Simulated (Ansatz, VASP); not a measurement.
**Cross-check of InF between VASP and Ansatz**

Aim: how closely do two programs agree when they are given the same cell, functional and k mesh? The two relaxations start from unlike cells of this crystal (the structure described is Ansatz's start), so only their ends are compared.

Main program and level: Ansatz 0.2.0; plane waves, with VASP 6.6.1 beside it; PBE.

The structure was built from a prototype and need not be the compound's stable phase.

**1. Starting point**

Symmetry: Cmcm, No. 63, orthorhombic system. The conventional cell has a = 3.524 Å, b = 10.084 Å, c = 3.892 Å, α = 90.00°, β = 90.00°, γ = 90.00°. In has 1 F at 2.45 Å nearest. F has 1 In at 2.45 Å nearest. As first built, before any earlier steps moved the atoms or strained the cell (in the runner's words): all Cl replaced by F and Tl replaced by In in the Cmcm structure of TlCl. Farther neighbours and most contacts between anions are not listed.

**2. Ansatz: relaxation of cell and atoms, PBE**

Ansatz runs on its default PAW (the set named soft_2) files.

The relaxed volume is the usual yardstick between codes: in a stiff, nearly cubic crystal its relative difference is about their pressure difference at one cell divided by the bulk modulus.

The input, input.yaml:

```yaml
crystal:
  lattice:
    - [1.76215888, -5.04220746, 0.0]
    - [1.76215888, 5.04220746, 0.0]
    - [0.0, 0.0, 3.89205927]
  atoms:
    - { symbol: In, position: [0.61314502, 0.38685498, 0.25] }
    - { symbol: In, position: [0.38685498, 0.61314502, 0.75] }
    - { symbol: F, position: [0.14349561, 0.85650439, 0.75] }
    - { symbol: F, position: [0.85650439, 0.14349561, 0.25] }
kpoints:
  mp_grid: { grid: [7, 7, 6] }
scf:
  occupations: { method: fermi_dirac, width: 0.05 }
hamiltonian:
  xc: pbe
  pseudopotentials: { kind: paw }
output:
  forces: true
  stress: true
relax:
  f_tol: 0.02
  max_steps: 50
  cell: {}
```

The run is started by

```bash
$ ansatz run input.yaml --threads 2 --pin off --max-ram 5120MiB --backend cpu --events-out ev --progress --plain --runs-dir out
```

Numbers of over 12 decimals in the logs are rounded to 6 here.

The log of the run:

```text
Engine: ansatz 0.2.0, aarch64-unknown-linux-gnu
Pseudopotentials: kind: paw
Pseudopotential: In, paw, valence charge 13, recommended cutoff 420 eV (normal), In.paw.azcp
Pseudopotential: F, paw, valence charge 7, recommended cutoff 420 eV (normal), F.paw.azcp
Functional definition: PBE
  parameter kappa = 0.804
  parameter beta = 0.066725
  exchange = pbe_x(kappa = kappa, mu = beta*pi^2/3)
  correlation = pbe_c(beta = beta)
Crystal: 4 atoms, lattice volume = 69.163 Å³
Basis set: ecut = 420 eV, 1333 PW (Γ), exchange–correlation on 72×72×54 points (8 copies of the dense FFT grid, shifted against one another)
Bands: 24, of which v1, the nominal top of the filled ones, is band 20 counted from 1 (19 counted from 0)
Symmetry: 8 space group operations
Space group: Cmcm (ITA 63), of the structure as read, at distance tolerance 4.1e-5 Å
k-points: 64 of 294
Non-local potential: In, projectors of the file, l = 0: 2, l = 1: 2, l = 2: 2, l = 3: 2
Non-local potential: F, projectors of the file, l = 0: 2, l = 1: 2, l = 2: 1
PAW form: soft (Blöchl's): semilocal exchange-correlation on the pseudo side does not see the compensation charge
PAW one-centre angular grid: In, 590 points (default); XC on 64 Gauss nodes
PAW one-centre angular grid: F, 110 points (default); XC on 64 Gauss nodes
Initial density: superposition of atomic densities (neutral atoms: chi_scale 0, normalization atom), corrected by the library's trained network
Initial wavefunctions: pseudopotential atomic-orbital guess
Functional: x = pbe(κ = 0.804, μ = 0.219515), c = pbe(β = 0.066725)
SCF iter   1: F=—  HF=-12812.731358 eV  |F-HF|=—  |Δ(HF+E_count)|=         —  Δρ=2.68e-3  dr2=9.26e-3  ethr=1.77e-3  ⟨swp⟩=6.0  Hψ=6595  notcnv=0
preconditioner: auto → Resta (q_TF=auto, 2.490 Å⁻¹)  ε∞=4.5  [insulator: Δε(μ)=0.291 eV  Ē_g=15.040 eV  σ=0.050 eV  W_gap=0.89  n_scr=20 (ndim 8)  ℏωp=28.2 eV  f_vac=0.001  D(μ)=0.08/eV (n_scr^D=0)  ε∞_Penn≈4.5]
SCF iter   2: F=—  HF=-12812.730161 eV  |F-HF|=—  |Δ(HF+E_count)|=   1.20e-3  Δρ=1.24e-3  dr2=1.71e-3  ethr=2.31e-5  ⟨swp⟩=2.7  Hψ=3168  notcnv=0
SCF iter   3: F=—  HF=-12812.730208 eV  |F-HF|=—  |Δ(HF+E_count)|=   4.74e-5  Δρ=3.11e-4  dr2=8.54e-5  ethr=4.28e-6  ⟨swp⟩=2.2  Hψ=2174  notcnv=0
SCF iter   4: F=—  HF=-12812.730271 eV  |F-HF|=—  |Δ(HF+E_count)|=   6.28e-5  Δρ=6.95e-5  dr2=4.26e-6  ethr=2.13e-7  ⟨swp⟩=2.0  Hψ=2079  notcnv=0
SCF iter   5: F=—  HF=-12812.730273 eV  |F-HF|=—  |Δ(HF+E_count)|=   2.22e-6  Δρ=1.77e-5  dr2=2.98e-7  ethr=1.07e-8  ⟨swp⟩=2.3  Hψ=2622  notcnv=0
SCF iter   6: F=-12812.730273 eV  HF=-12812.730273 eV  |F-HF|=5.92e-9  |Δ(HF+E_count)|=   1.10e-7  Δρ=5.20e-6  dr2=1.73e-8  ethr=2.50e-10  ⟨swp⟩=4.7  Hψ=5544  notcnv=0
SCF 1 converged in 6 iterations: F = -12812.730273 eV  dr2 = 1.73e-8
  greatest PAW one-centre occupation: 0.985 electrons in one spin orbital (limit 2), on the In atom at site 1 (counted from 0), in its partial waves of l = 2
relax step   1: F+E_penalty+E_count = -12812.73027311 eV  Δ(F+E_penalty+E_count) = +0.000e0 eV  max|allowed force component| = 4.661e-1 eV/Å  Δτ_max = 0.0000 Å  P = +8.425 GPa  Ω = 69.163 Å³  (6 SCF iters, dr2 threshold 1.00e-7 eV, accepted)
[...]
relax step  29: F+E_penalty+E_count = -12813.43372883 eV  Δ(F+E_penalty+E_count) = +2.048e-4 eV  max|allowed force component| = 8.944e-4 eV/Å  Δτ_max = 0.0022 Å  P = -0.003 GPa  Ω = 93.648 Å³  energy of the carried Pulay correction = -1.644e-3 eV  (8 SCF iters, accepted)
[...]
relax step  30: F+E_penalty+E_count = -12813.43560756 eV  Δ(F+E_penalty+E_count) = -1.879e-3 eV  max|allowed force component| = 5.684e-4 eV/Å  Δτ_max = 0.0000 Å  P = +0.007 GPa  Ω = 93.648 Å³  stress off target by 5.40e-2 GPa  SCF on the basis re-selected at this cell (its energy is not comparable with the rows above)  (6 SCF iters)
[...]
relax step  31: F+E_penalty+E_count = -12813.43525903 eV  Δ(F+E_penalty+E_count) = +3.485e-4 eV  max|allowed force component| = 3.290e-4 eV/Å  Δτ_max = 0.0036 Å  P = +0.003 GPa  Ω = 93.900 Å³  energy of the carried Pulay correction = -4.448e-4 eV  (7 SCF iters, dr2 threshold 7.30e-9 eV, accepted)
[...]
relax step  32: F+E_penalty+E_count = -12813.43573290 eV  Δ(F+E_penalty+E_count) = -4.739e-4 eV  max|allowed force component| = 4.527e-4 eV/Å  Δτ_max = 0.0000 Å  P = +0.005 GPa  Ω = 93.900 Å³  stress off target by 1.78e-2 GPa  SCF on the basis re-selected at this cell (its energy is not comparable with the rows above)  (6 SCF iters)
basis re-selected at this cell: Δ(F+E_penalty+E_count) = -4.739e-4 eV, ΔP = +0.002 GPa vs the last step (what re-selecting the basis moved, of the pressure what is left beyond the Pulay correction that the steps carried, after the strain that the cell walked since its last selection, with what the two solves' SCF thresholds leave and, on support functions, any second-order correction that the steps lacked; it is no m [...]
SCF converged after 6 iterations
Free energy (F): -12813.435733 eV
Harris-Foulkes:  -12813.435733 eV  (|F-HF|=3.64e-12)
Internal energy: -12813.435733 eV  (E = F + TS)
E sigma→0 (E₀):  -12813.435733 eV
Fermi energy:    5.378786 eV
--- Per-component energies (eV) ---
  E_band       = -228.366883
  E_kinetic    = 889.306387
  E_local      = -4333.868229  (includes V_loc(G=0)·N_el)
  E_nonlocal   = 879.179083
  E_hartree    = 1730.932801
  E_xc         = -591.230338
  E_vxc        = -403.156051  (∫ρ·V_xc dr)
  E_paw        = -8700.192075  (= ΣΔE_a)
  E_vpaw       = -721.697670  (= ΣTr[D̂ρ^β])
  E_aug_tail   = 0.004125  (compensation charges beyond the density's cutoff)
  E_ewald      = -2687.567488
  E_smearing   = -0.000000  (= −TS)
  E_closure    = -0.000000  (closes the sum)
  Σ components = -12813.435733   (vs F -12813.435733, Δ=0.00e0)
--- Forces (eV/Å), atoms counted from 1 ---
  atom   1  In    -0.00000000    -0.00045265    -0.00000000
  atom   2  In     0.00000000     0.00045265     0.00000000
  atom   3  F      0.00000000    -0.00016375     0.00000000
  atom   4  F     -0.00000000     0.00016375    -0.00000000
  max |Σ_I F_I| component: 2.71e-20 eV/Å
--- Stress (GPa, compression-positive) ---
        0.009161      -0.000000       0.000000
       -0.000000       0.017794      -0.000000
        0.000000      -0.000000      -0.011680
  P = ⅓ Tr σ = 0.0051 GPa (0.051 kbar)
--- Relaxed structure (26 steps of the walk, 24 accepted, 6 SCFs on fresh bases) ---
  F+E_penalty+E_count = -12813.43573290 eV   max|allowed force component| = 4.527e-4 eV/Å   (the final SCF, on the basis selected at the relaxed cell)
  cell:  # Å, volume = 93.8996 Å³
    - [1.846599, -6.839305, 0]
    - [1.846599, 6.839305, 0]
    - [0, 0, 3.717485]
  atoms:
    - { symbol: In, position: [0.635870, 0.364130, 0.25] }
    - { symbol: In, position: [0.364130, 0.635870, 0.750000] }
    - { symbol: F, position: [0.194544, 0.805456, 0.750000] }
    - { symbol: F, position: [0.805456, 0.194544, 0.25] }
```

In the SCF lines HF is the Harris–Foulkes energy and dr2 the Hartree energy of the density residual, in eV; the loop may stop once dr2 is under the threshold and the program's other checks hold. Hψ counts applications of the Hamiltonian.

**3. VASP: relaxation of cell and atoms, PBE**

Its own start cell and the same functional, mesh and smearing now go to VASP, with its own data sets.

Lines of VASP's logs that name or quote its potential files are left out, and so is its time.

The input, INCAR:

```
SYSTEM = InF
PREC = Accurate
ENCUT = 600
EDIFF = 1E-07
NELM = 120
ISMEAR = -1
SIGMA = 0.05
LREAL = .FALSE.
ALGO = Normal
GGA = PE
NBANDS = 26
LORBIT = 11
LWAVE = .FALSE.
LCHARG = .FALSE.
ISIF = 3
IBRION = 2
NSW = 80
EDIFFG = -0.005
LASPH = .TRUE.
GGA_COMPAT = .FALSE.
NELMIN = 4
EFERMI = MIDGAP
KPAR = 2
```

The input, POSCAR:

```
InF
1.0
    1.8144657208     -6.1652599336      0.0000000000
    1.8144657208      6.1652599336      0.0000000000
    0.0000000000      0.0000000000      3.8542095994
In F
2 2
Direct
    0.6265264249      0.3734735751      0.2500000642
    0.3734735751      0.6265264249      0.7499999358
    0.1851810711      0.8148189289      0.7499999358
    0.8148189289      0.1851810711      0.2500000642
```

The input, KPOINTS:

```
Automatic mesh
0
Gamma
7 7 6
0 0 0
```

PAW data sets: In_d and F (PBE family, release 64).

The run is started by

```bash
$ mpirun -np 2 vasp_std
```

The log of the run:

```text
[banner, memory and clock lines left out]
running    2 mpi-ranks, on    1 nodes
 distrk:  each k-point on    1 cores,    2 groups
 distr:  one band on    1 cores,    1 groups

 POSCAR found type information on POSCAR InF
 POSCAR found :  2 types and       4 ions
 LDA part: xc-table for (Slater+PW92), standard interpolation
 POSCAR, INCAR and KPOINTS ok, starting setup
 FFT: planning ... GRIDC
 FFT: planning ... GRID_SOFT
 FFT: planning ... GRID
 WAVECAR not read
 entering main loop
       N       E                     dE             d eps       ncg     rms          rms(c)
DAV:   1     0.467142625190E+03    0.46714E+03   -0.21800E+04  3328   0.215E+03
DAV:   2     0.513485773485E+02   -0.41579E+03   -0.40129E+03  3630   0.503E+02
DAV:   3    -0.142029518385E+02   -0.65552E+02   -0.64306E+02  3832   0.201E+02
DAV:   4    -0.172739097522E+02   -0.30710E+01   -0.30606E+01  4034   0.460E+01
DAV:   5    -0.173638318125E+02   -0.89922E-01   -0.89876E-01  4084   0.763E+00    0.831E+00
DAV:   6    -0.153650196856E+02    0.19988E+01   -0.86166E+00  4472   0.233E+01    0.479E+00
DAV:   7    -0.153390558841E+02    0.25964E-01   -0.68012E-01  3436   0.473E+00    0.178E+00
DAV:   8    -0.153180025977E+02    0.21053E-01   -0.56248E-02  3856   0.187E+00    0.839E-01
DAV:   9    -0.153135030379E+02    0.44996E-02   -0.24556E-02  4574   0.148E+00    0.238E-01
DAV:  10    -0.153144186060E+02   -0.91557E-03   -0.50115E-03  4376   0.537E-01    0.158E-01
DAV:  11    -0.153144829275E+02   -0.64322E-04   -0.50498E-04  4368   0.144E-01    0.899E-02
DAV:  12    -0.153145104444E+02   -0.27517E-04   -0.18194E-04  3852   0.807E-02    0.476E-02
DAV:  13    -0.153145076270E+02    0.28174E-05   -0.35320E-05  4780   0.497E-02    0.136E-02
DAV:  14    -0.153145078175E+02   -0.19051E-06   -0.41407E-06  4652   0.169E-02    0.630E-03
DAV:  15    -0.153145072976E+02    0.51989E-06   -0.18838E-06  4948   0.948E-03    0.815E-04
DAV:  16    -0.153145073376E+02   -0.39943E-07   -0.35022E-07  2872   0.329E-03
   1 F= -.15314507E+02 E0= -.15314502E+02  d E =-.153145E+02
[... from here on, the cycles between the ionic steps are left out ...]
   2 F= -.15318726E+02 E0= -.15318723E+02  d E =-.421825E-02
   3 F= -.15319543E+02 E0= -.15319540E+02  d E =-.503519E-02
  10 F= -.15342700E+02 E0= -.15342700E+02  d E =0.653903E-03
  11 F= -.15344477E+02 E0= -.15344477E+02  d E =-.112284E-02
  12 F= -.15344756E+02 E0= -.15344756E+02  d E =-.279671E-03
  13 F= -.15344984E+02 E0= -.15344984E+02  d E =-.507679E-03
  14 F= -.15344988E+02 E0= -.15344988E+02  d E =-.510961E-03
  15 F= -.15345036E+02 E0= -.15345036E+02  d E =-.486498E-04
  16 F= -.15345037E+02 E0= -.15345037E+02  d E =-.496962E-04
  17 F= -.15345077E+02 E0= -.15345077E+02  d E =-.394088E-04
  18 F= -.15345077E+02 E0= -.15345077E+02  d E =-.393325E-04
 curvature:  -1.77 expect dE=-0.225E-04 dE for cont linesearch -0.191E-08
 trial: gam= 0.53640 g(F)=  0.503E-06 g(S)=  0.122E-04 ort =-0.240E-06 (trialstep = 0.219E+01)
 search vector abs. value=  0.279E-04
 bond charge predicted
       N       E                     dE             d eps       ncg     rms          rms(c)
DAV:   1    -0.153454666550E+02   -0.38997E-03   -0.26598E-02  3366   0.147E+00    0.135E-01
DAV:   2    -0.153452080599E+02    0.25860E-03   -0.11589E-03  3646   0.419E-01    0.666E-02
DAV:   3    -0.153451162035E+02    0.91856E-04   -0.13664E-04  4484   0.159E-01    0.272E-02
DAV:   4    -0.153450980514E+02    0.18152E-04   -0.36141E-05  4646   0.701E-02    0.103E-02
DAV:   5    -0.153450971842E+02    0.86713E-06   -0.65682E-06  4062   0.259E-02    0.633E-03
DAV:   6    -0.153450967343E+02    0.44998E-06   -0.12615E-06  4006   0.116E-02    0.286E-03
DAV:   7    -0.153450967653E+02   -0.31085E-07   -0.17752E-07  1682   0.443E-03
  19 F= -.15345097E+02 E0= -.15345097E+02  d E =-.200176E-04
 trial-energy change:   -0.000020  1 .order   -0.000021   -0.000028   -0.000015
 step:   4.7165(harm=  4.7165)  dis= 0.00158  next Energy=   -15.345106 (dE=-0.297E-04)
 reached required accuracy - stopping structural energy minimisation
```

Parts of OUTCAR (step 3):

```text
ion  position               nearest neighbor table
   1  0.627  0.373  0.250-   4 2.32   3 2.74   3 2.74   3 2.74   3 2.74   2 3.67   2 3.67
   2  0.373  0.627  0.750-   3 2.32   4 2.74   4 2.74   4 2.74   4 2.74   1 3.67   1 3.67
   3  0.185  0.815  0.750-   2 2.32   1 2.74   1 2.74   1 2.74   1 2.74
   4  0.815  0.185  0.250-   1 2.32   2 2.74   2 2.74   2 2.74   2 2.74

  LATTYP: Found a base centered orthorhombic cell.
 ALAT       =     3.6289314416
 B/A-ratio  =     3.3978376460
 C/A-ratio  =     1.0620783725

 Subroutine GETGRP returns: Found  8 space group operations
 (whereof  4 operations were pure point group operations)

The static configuration has the point symmetry C_2h.
 The point group associated with its full space group is D_2h.

 Found     64 irreducible k-points:

   k-points           NKPTS =     64   k-points in BZ     NKDIM =     64   number of bands    NBANDS=     26

   dimension x,y,z NGX =    54 NGY =   54 NGZ =   32
   dimension x,y,z NGXF=   108 NGYF=  108 NGZF=   64

   ENCUT  =  600.0 eV  44.10 Ry    6.64 a.u.  12.84 12.84  7.70*2*pi/ulx,y,z

   NELECT =      40.0000    total number of electrons

 k-points in reciprocal lattice and weights: Automatic mesh
   0.00000000  0.00000000  0.00000000       0.003
   0.14285714  0.00000000  0.00000000       0.014
   0.28571429  0.00000000  0.00000000       0.014
   0.42857143  0.00000000  0.00000000       0.014
   0.14285714  0.14285714  0.00000000       0.007
   0.28571429  0.14285714  0.00000000       0.014
   0.42857143  0.14285714  0.00000000       0.014
  -0.42857143  0.14285714  0.00000000       0.014
  -0.28571429  0.14285714  0.00000000       0.014
[...]
0.42857143  0.42857143  0.50000000       0.007
  -0.42857143  0.42857143  0.50000000       0.007

 average (electrostatic) potential at core
       1 -97.4236       2 -97.4236       3 -76.1934       4 -76.1934

 E-fermi :   3.4796

 k-point     1 :       0.0000    0.0000    0.0000
  band No.  band energies     occupation
    ...
     16      -1.5308      2.00000
     17      -1.4851      2.00000
     18      -0.7915      2.00000
     19      -0.7756      2.00000
     20       1.8618      2.00000
     21       4.9504      0.00000
     22       9.6421      0.00000
     23       9.8143      0.00000
     24       9.8172      0.00000
     25      10.7154      0.00000
    ...

 k-point     2 :       0.1429    0.0000    0.0000
  band No.  band energies     occupation
    ...
     16      -1.4612      2.00000
     17      -1.4010      2.00000
     18      -0.7900      2.00000
     19      -0.3389      2.00000
     20       1.9032      2.00000
     21       5.2290      0.00000
     22       8.1051      0.00000
     23       9.0543      0.00000
     24       9.8636      0.00000
     25       9.8982      0.00000
    ...

 k-point     3 :       0.2857    0.0000    0.0000
  band No.  band energies     occupation
    ...
     16      -1.2818      2.00000
     17      -1.2271      2.00000
     18      -0.8093      2.00000
     19       0.4075      2.00000
     20       2.0980      2.00000
     21       5.5156      0.00000
     22       6.3473      0.00000
     23       7.2111      0.00000
     24       9.9652      0.00000
     25      10.0874      0.00000
    ...

  Total        0.0187855     -0.0035194      0.0057589      0.0000000     -0.0000000      0.0000000
  in kB        0.3273460     -0.0613278      0.1003523      0.0000000     -0.0000000      0.0000000
  external PRESSURE =       0.1221235 kB  Pullay stress =       0.0000000 kB

  energy-cutoff  :      600.00
  volume of cell :       91.94
      direct lattice vectors                 reciprocal lattice vectors
     1.837537106 -6.743317905  0.000000000     0.272103349 -0.074147476 -0.000000000
     1.837537106  6.743317905 -0.000000000     0.272103349  0.074147476  0.000000000
     0.000000000 -0.000000000  3.710106121     0.000000000  0.000000000  0.269534069

 POSITION                                       TOTAL-FORCE (eV/Angst)
 -----------------------------------------------------------------------------------
      1.83754     -1.80534      0.92753        -0.000000      0.001097     -0.000000
      1.83754      1.80534      2.78258         0.000000     -0.001097      0.000000
      1.83754      4.13579      2.78258        -0.000000     -0.001768      0.000000
      1.83754     -4.13579      0.92753        -0.000000      0.001768      0.000000
 -----------------------------------------------------------------------------------
    total drift:                               -0.000365     -0.000000     -0.000001

  FREE ENERGIE OF THE ION-ELECTRON SYSTEM (eV)
  ---------------------------------------------------
  free  energy   TOTEN  =       -15.3450967653 eV

  energy  without entropy=      -15.3450967521  energy(sigma->0) =      -15.34509676

 reached required accuracy - stopping structural energy minimisation

 total charge
# of ion       s       p       d       tot
------------------------------------------
    1        1.137   0.190   9.866  11.193
    2        1.137   0.190   9.866  11.193
    3        1.742   4.304   0.000   6.046
    4        1.742   4.304   0.000   6.046
--------------------------------------------------
tot          5.757   8.989  19.731  34.477

[... 3 further parts left out ...]
```

CONTCAR:

```
InF
   1.00000000000000
     1.8375371057840106   -6.7433179049951795    0.0000000000000000
     1.8375371057840106    6.7433179049951795   -0.0000000000000000
     0.0000000000000000   -0.0000000000000000    3.7101061210075454
  In              F
     2     2
Direct
     0.6338614607890716    0.3661385392109286    0.2500000642000018
     0.3661385392109286    0.6338614607890716    0.7499999357999982
     0.1933419286278964    0.8066580713721035    0.7499999357999982
     0.8066580713721035    0.1933419286278964    0.2500000642000018
```

**4. Comparison**

Known differences besides the potentials themselves: the cutoff is 420 eV in Ansatz and 600 eV in VASP; Ansatz adds a Pulay correction to the stress that steers its cell, VASP none. Total energies have different zeros and are not compared.

Compared:

| quantity | Ansatz | VASP | difference |
| --- | --- | --- | --- |
| volume (Å³) | 93.90 | 91.94 | +2.13 % |
| edge a after relaxation, in the typed setting (Å) | 7.084 | 6.989 | +1.36 % |
| edge c after relaxation, in the typed setting (Å) | 3.717 | 3.710 | +0.20 % |

**5. Outcome**

| Property | Result |
| --- | --- |
| difference in volume (relaxation of cell and atoms, PBE) | 2.1 % |

The difference in volume is 2.1 % (relaxation of cell and atoms, PBE), beyond the 1.2 % picked in this series as the mark of a large difference, as far as the stopping tolerances let one tell. What causes the difference of the relaxation of cell and atoms, PBE pair stays open here. Such differences can come from data sets, numerical settings and the points named under the comparisons, not from the functional's error against experiment.

[Lines on the potential files, build, host, timing and source positions are cut from VASP's logs without a mark.]

[Logs are printed without paths, hosts, clocks, repeated set-up lines and the standing remarks that a program may print on its own settings, such as how far it seeks lower states.]

[Hosts, paths, dates, database ids (printed as entryN), source tags and the programs' standing remarks are cut or masked in the printed files.]
